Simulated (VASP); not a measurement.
Consider the following.

```
GaN
1.0
    1.62690    -2.81787     0.00000
    1.62690     2.81787     0.00000
    0.00000     0.00000     5.29380
Ga N
2 2
Direct
  0.66667   0.33333   0.50000
  0.33333   0.66667   0.00000
  0.66667   0.33333   0.87700
  0.33333   0.66667   0.37700
```

The numbers are results of PBE GGA, VASP's PBE PAW potentials (set 64) (plane waves; VASP), not measurements. Numerical set-up: PREC = Single, 520 eV cut-off, 7×7×4 Γ-centred mesh, Gaussian smearing of 0.050 eV, potentials Ga_d N.

### Question
Estimate the energy per atom (σ→0), pressure.

### Answer

| Item | Result |
|---|---|
| energy per atom (σ→0) | -6.076 eV/atom |
| pressure | -4.94 GPa |

The absolute energy has meaning only against runs of the same code, potentials and settings.

The compound is GaN in the wurtzite structure. The cell was not relaxed at this level. The run is one of a series of settings (PREC = Single against the base run), some of them coarse on purpose.
